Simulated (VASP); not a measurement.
Input:

```
Al
1.0
    2.72411     0.00000     0.00000
   -1.36205     2.35915     0.00000
    0.00000     0.00000    29.33080
Al
2
Direct
  0.66667   0.33333   0.54160
  0.33333   0.66667   0.45840
```

All values below come from PBEsol GGA, VASP's PBE PAW potentials (set 64) (plane waves; VASP). Run with 400 eV cut-off, Gaussian smearing of 0.050 eV, potentials Al.

The cell holds a wide vacuum, so values per volume refer to the whole cell.

**Question.** Give the energies of bands 1 to 6 at the high-symmetry points, in eV from the Fermi level.

**Answer.** 
```
band       Γ      M      K
----  ------  -----  -----
1     -10.39  -4.06  -2.03
2      -7.54  -3.93  -1.94
3      -3.14  -1.30  -1.94
4       1.11  -0.76   0.32
5       3.51   2.92   1.69
6       4.14   3.36   1.69
```

It has no gap at this level: it comes out as a metal or semimetal.

The cell is a sheet with vacuum, built from a generated structure.
